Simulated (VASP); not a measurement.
Level of theory: PBE GGA, VASP's PBE PAW potentials (set 64) (plane waves; VASP).

A VASP calculation is set up with these files.

### POSCAR
```
C62Si
1.0
  7.1465551589   0.0000000000   0.0000000000
  0.0000000000   7.1465551589   0.0000000000
  0.0000000000   0.0000000000   7.1465551589
C Si
62 1
Cart
  3.5732775795   0.0000000000   0.0000000000
  4.4173143299   0.8742595323   0.9391573997
  5.3612313353   1.7684365137   0.0039234588
  6.2253141730   2.7106597856   0.8775183614
  5.3638112417  -0.0494970410   1.8039834791
  6.2241850173   0.9366489588   2.6673588078
  0.0000000000   0.0000000000   0.0000000000
  0.8933193949   0.8933193949   0.8933193949
  1.7866387897   1.7866387897   0.0000000000
  2.6956877525   2.6481059882   0.8754958863
  3.6120976671   3.5315416973   0.0246984946
  4.4227528584   4.4897875458   0.9176105358
  5.3599163692   5.3599163692   0.0000000000
  6.2532357640   6.2532357640   0.8933193949
  1.7866387897   0.0000000000   1.7866387897
  2.7299268983   0.8720726864   2.6761276310
  3.5968469184   1.8310832163   1.7541219638
  5.3311086053   3.5364585273   1.7574522585
  6.3028900293   4.4412195569   2.6408951141
  3.5735134158  -0.0043951314   3.5967683063
  4.4787103853   0.9054470990   4.4315502678
  5.3637540693   1.7486048232   3.5385167352
  6.2482474685   2.6728545088   4.4900019425
  5.3599163692   0.0000000000   5.3599163692
  6.2532357640   0.8933193949   6.2532357640
  0.0000000000   3.5732775795   0.0000000000
  0.8933193949   4.4665969743   0.8933193949
  1.7866387897   5.3599163692   0.0000000000
  2.6799581846   6.2532357640   0.8933193949
  0.0000000000   1.7866387897   1.7866387897
  0.8933193949   2.6799581846   2.6799581846
  1.7720240844   3.5671815679   1.8142387857
  2.6928505701   4.4263261360   2.6951446143
  3.6202233003   5.3335670203   1.7758903708
  4.4665969743   6.2532357640   2.6799581846
  0.0000000000   0.0000000000   3.5732775795
  0.8933193949   0.8933193949   4.4665969743
  1.8292822844   1.7668213923   3.5706833799
  2.7040349289   2.6950517091   4.4433206442
  4.4241464367   4.4371746067   4.5054956740
  5.3511689857   5.3303153377   3.5579410721
  6.2532357640   6.2532357640   4.4665969743
  1.7866387897   0.0000000000   5.3599163692
  2.6799581846   0.8933193949   6.2532357640
  3.5707119661   1.7518207730   5.3651405010
  4.4665969743   2.6799581846   6.2532357640
  5.4058043999   3.5427903751   5.3615815165
  6.2532357640   4.4665969743   6.2532357640
  0.0000000000   5.3599163692   1.7866387897
  0.8933193949   6.2532357640   2.6799581846
  0.0000000000   3.5732775795   3.5732775795
  0.8933193949   4.4665969743   4.4665969743
  1.7866387897   5.3599163692   3.5732775795
  2.6799581846   6.2532357640   4.4665969743
  0.0000000000   1.7866387897   5.3599163692
  0.8933193949   2.6799581846   6.2532357640
  1.7866387897   3.5732775795   5.3599163692
  2.6799581846   4.4665969743   6.2532357640
  3.5732775795   5.3599163692   5.3599163692
  4.4665969743   6.2532357640   6.2532357640
  0.0000000000   5.3599163692   5.3599163692
  0.8933193949   6.2532357640   6.2532357640
  3.5621861258   3.6138700128   3.5964038319
```

**KPOINTS**
```
Automatic
0
gamma
  1 1 1
```

INCAR:
```
SYSTEM = C62Si
PREC = Normal
ENCUT = 400
EDIFF = 1E-5
NELM = 100
ALGO = Fast
LREAL = Auto
LASPH = .TRUE.
ISMEAR = 0
SIGMA = 0.05
GGA = PE
LWAVE = .TRUE.
LCHARG = .FALSE.
NELMIN = 4
ISYM = 0
NELECT = 253.0
ISPIN = 2
NUPDOWN = 1
MAGMOM = 63*0.0159
LORBIT = 10
IBRION = 2
ISIF = 2
NSW = 70
EDIFFG = -0.03
```

POTCAR, in this order: C Si (PBE.64 set). Program: vasp_gam.

Problem. What will the output report for the number of irreducible k-points (NKPTS), largest plane-wave count, FFT grid (NGX, NGY, NGZ)?

Solution. 
```json
{
 "number of irreducible k-points (NKPTS)": "1",
 "largest_plane_wave_count": "3310",
 "FFT grid (NGX, NGY, NGZ)": "36 × 36 × 36"
}
```

The cell is a supercell with a defect, built from C (diamond): Si_C-vac_C, charge -1.
